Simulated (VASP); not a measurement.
The system is GaN.

```
Ga N
1.0
     3.19000    0.00000    0.00000
    -1.59500    2.76262    0.00000
     0.00000    0.00000    5.19000
Ga N
2 2
Cartesian
  0.0000 1.8417 0.0000
  1.5950 0.9209 2.5950
  0.0000 1.8417 1.9566
  1.5950 0.9209 4.5516
```

The cell was built by a generator and needn't be a form met in nature.

| Quantity | Value |
| --- | --- |
| Program | VASP 6.6.1 |
| Task | relaxation of cell and atoms |
| Functional | PBE |
| Potentials or basis | VASP PAW PBE potentials, release 64 (Ga_d, N) |
| Cutoff | 700 eV |
| k mesh | 10 × 10 × 6 |
| Occupations | gaussian, width 0.02 eV |
| Spin | no spin polarisation |

At the start: pressure 5.0 GPa; volume 11.43 Å³/atom.

Problem. Where does the relaxation end?

Solution. Over 11 steps the energy falls by 4.9 meV/atom and the volume is 11.76 Å³/atom (+2.8 %); space group P6_3mc (No. 186, to 0.05 Å).

Step by step:
| step | energy change (eV) | largest force (eV/Å) | pressure (GPa) | volume (Å³) |
| --- | --- | --- | --- | --- |
| 1 | 0.0000 | 0.0079 | 5.03 | 45.74 |
| 2 | -0.0055 | 0.0015 | -3.84 | 48.16 |
| 3 | -0.0197 | 0.0048 | 0.00 | 47.02 |
| 4 | -0.0197 | 0.0047 | -0.46 | 47.05 |
| 5 | -0.0193 | 0.0063 | 0.69 | 46.84 |
| 6 | -0.0197 | 0.0052 | 0.07 | 46.99 |
| 7 | -0.0197 | 0.0059 | -0.02 | 47.00 |
| 8 | -0.0197 | 0.0050 | 0.03 | 47.00 |
| 9 | -0.0197 | 0.0052 | 0.10 | 47.00 |
| 10 | -0.0197 | 0.0034 | -0.14 | 47.03 |
| 11 | -0.0197 | 0.0048 | -0.01 | 47.02 |

Final structure:
```cif
data_structure
_symmetry_space_group_name_H-M 'P 1'
_symmetry_Int_Tables_number 1
_cell_length_a 3.2185
_cell_length_b 3.2185
_cell_length_c 5.2419
_cell_angle_alpha 90.000
_cell_angle_beta 90.000
_cell_angle_gamma 120.000
_cell_volume 47.02
loop_
_atom_site_label
_atom_site_type_symbol
_atom_site_fract_x
_atom_site_fract_y
_atom_site_fract_z
_atom_site_occupancy
Ga1 Ga 0.33333 0.66667 0.00008 1
Ga2 Ga 0.66667 0.33333 0.50008 1
N1 N 0.33333 0.66667 0.37692 1
N2 N 0.66667 0.33333 0.87692 1
```
